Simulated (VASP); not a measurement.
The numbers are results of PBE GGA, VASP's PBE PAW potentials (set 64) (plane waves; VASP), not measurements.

The input files of a VASP run:

File POSCAR:
```
PtAl2
1.0
  0.0000000000   2.9715883709   2.9715883709
  2.9715883709   0.0000000000   2.9715883709
  2.9715883709   2.9715883709   0.0000000000
Al Pt
2 1
Cartesian
  1.4857941855   1.4857941855   1.4857941855
  4.4573825563   4.4573825563   4.4573825563
  0.0000000000   0.0000000000   0.0000000000
```

INCAR:
```
PREC = Accurate
GGA = PE   ! PBE
ISIF = 3
ALGO = Normal   ! blocked Davidson
ENCUT = 480
LCHARG = .False.
EDIFF = 1E-6
IBRION = 2   ! conjugate gradients
LREAL = .False.   ! projection in real space or not
LMAXMIX = 6
LWAVE = .False.
SYSTEM = PtAl2
NSW = 60
NELM = 100
SIGMA = 0.1
ISMEAR = 1
LASPH = .True.
EDIFFG = -0.02   ! ionic stop
```

**KPOINTS**
```
Automatic mesh
0
G
8 8 8
0 0 0
```

POTCAR, in this order: Al Pt (PBE.64 set). Program: vasp_std.

The resulting files:

OSZICAR:
```
       N       E                     dE             d eps       ncg     rms          rms(c)
DAV:   1     0.463717569492E+02    0.46372E+02   -0.65464E+03   712   0.106E+03
DAV:   2    -0.149478105875E+02   -0.61320E+02   -0.55675E+02   840   0.180E+02
DAV:   3    -0.167740073182E+02   -0.18262E+01   -0.17784E+01   876   0.298E+01
DAV:   4    -0.167940673406E+02   -0.20060E-01   -0.19981E-01   820   0.341E+00
DAV:   5    -0.167943477706E+02   -0.28043E-03   -0.28041E-03   868   0.458E-01    0.841E+00
DAV:   6    -0.163475474166E+02    0.44680E+00   -0.24973E+00   792   0.155E+01    0.220E+00
DAV:   7    -0.162675209027E+02    0.80027E-01   -0.21091E-01   772   0.466E+00    0.166E+00
DAV:   8    -0.162381543929E+02    0.29367E-01   -0.32347E-02   768   0.178E+00    0.254E-01
DAV:   9    -0.162381197491E+02    0.34644E-04   -0.21201E-03   840   0.453E-01    0.164E-01
DAV:  10    -0.162382778451E+02   -0.15810E-03   -0.35173E-04   756   0.158E-01    0.189E-02
DAV:  11    -0.162382746970E+02    0.31481E-05   -0.20915E-05   832   0.482E-02    0.862E-03
DAV:  12    -0.162382766780E+02   -0.19810E-05   -0.58135E-06   740   0.182E-02    0.223E-03
DAV:  13    -0.162382765800E+02    0.98051E-07   -0.56341E-07   496   0.781E-03
   1 F= -.16238277E+02 E0= -.16238452E+02  d E =-.162383E+02
```

File OUTCAR:
```
------------------------ aborting loop because EDIFF is reached ----------------------------------------
  FORCE on cell =-STRESS in cart. coord.  units (eV):
  Direction    XX          YY          ZZ          XY          YZ          ZX
  --------------------------------------------------------------------------------------
  Total        0.0125788      0.0125788      0.0125788      0.0000000     -0.0000000      0.0000000
  in kB        0.3840204      0.3840204      0.3840204      0.0000000     -0.0000000      0.0000000
  external PRESSURE =       0.3840204 kB  Pullay stress =       0.0000000 kB
  volume of cell :       52.48
      direct lattice vectors                 reciprocal lattice vectors
     0.000000000  2.971588371  2.971588371    -0.168260182  0.168260182  0.168260182
     2.971588371  0.000000000  2.971588371     0.168260182 -0.168260182  0.168260182
     2.971588371  2.971588371  0.000000000     0.168260182  0.168260182 -0.168260182
 POSITION                                       TOTAL-FORCE (eV/Angst)
 -----------------------------------------------------------------------------------
      1.48579      1.48579      1.48579         0.000000      0.000000      0.000000
      4.45738      4.45738      4.45738        -0.000000     -0.000000     -0.000000
      0.00000      0.00000      0.00000        -0.000000     -0.000000     -0.000000
 -----------------------------------------------------------------------------------
    total drift:                                0.000000     -0.000000     -0.000000
  FREE ENERGIE OF THE ION-ELECTRON SYSTEM (eV)
  ---------------------------------------------------
  free  energy   TOTEN  =       -16.2382765800 eV

  energy  without entropy=      -16.2388038573  energy(sigma->0) =      -16.23845234

 reached required accuracy - stopping structural energy minimisation
```
(Selected blocks of OUTCAR.)

The compound is PtAl2 in the fluorite structure. It was relaxed first. The start is the result of an earlier pass.
